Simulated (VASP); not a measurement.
Input:

```xyz
3
Lattice="3.4484 0.0000 0.0000 -1.7242 2.9864 0.0000 0.0000 0.0000 7.1336" Properties=species:S:1:pos:R:3 pbc="T T T"
W      0.0000     0.0000     0.0000
Te     0.0000     1.9909     1.8435
Te     1.7242     0.9955     5.2901
```

Computed with LDA (Ceperley-Alder, Perdew-Zunger), VASP's LDA PAW potentials (set 64) (plane waves; VASP). Numerical set-up: 400 eV cut-off, 11×11×5 Γ-centred mesh, tetrahedra with Blöchl corrections, potentials W_sv Te.

The cores are frozen, which limits the accuracy of field gradients.

Question: Give the principal components of the electric field gradient (V/Å²) and the asymmetry η at each nucleus.

Answer: 
| atom | Vxx | Vyy | Vzz | η |
|---|---|---|---|---|
| W1 | 83.9 | 83.9 | -167.8 | 0.00 |
| Te2 | 84.8 | 84.8 | -169.5 | 0.00 |
| Te3 | 84.8 | 84.8 | -169.5 | 0.00 |

The structure was generated: Te2W was put into the CdI2 type (P-3m1), which need not be its known phase. It was relaxed first, which changed the volume by -24 %.
